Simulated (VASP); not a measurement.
Energy against volume of Tb (hcp). Calculation: PBE GGA with D3 dispersion (Becke-Johnson damping), VASP's PBE PAW potentials (set 64) (plane waves; VASP). Run with 520 eV cut-off, 12×12×7 Γ-centred mesh, first-order Methfessel-Paxton smearing of 0.10 eV, potentials Tb_3.

The 4f electrons are frozen in the core of the lanthanide potential, so 4f levels, which can set the real gap, and their magnetism are missing.

Shape and ions are relaxed at each volume.

```
V (Å³/atom)  E (eV/atom)
-----------  -----------
30.039          -4.91025
30.968          -4.91292
31.897          -4.90891
32.826          -4.89862
```

Fit these four points and predict the energy of the run at 29.110 Å³/atom.

A cubic in V^(−2/3), the third-order Birch-Murnaghan form, passes through the four points with V0 = 30.87 Å³/atom and B0 = 39 GPa, and gives -4.9005 eV/atom there. The run gave -4.9000 eV/atom, +0.6 meV/atom from the fit; all five points give B0 = 39 GPa.

The compound is Tb in the hcp structure. It was relaxed first.
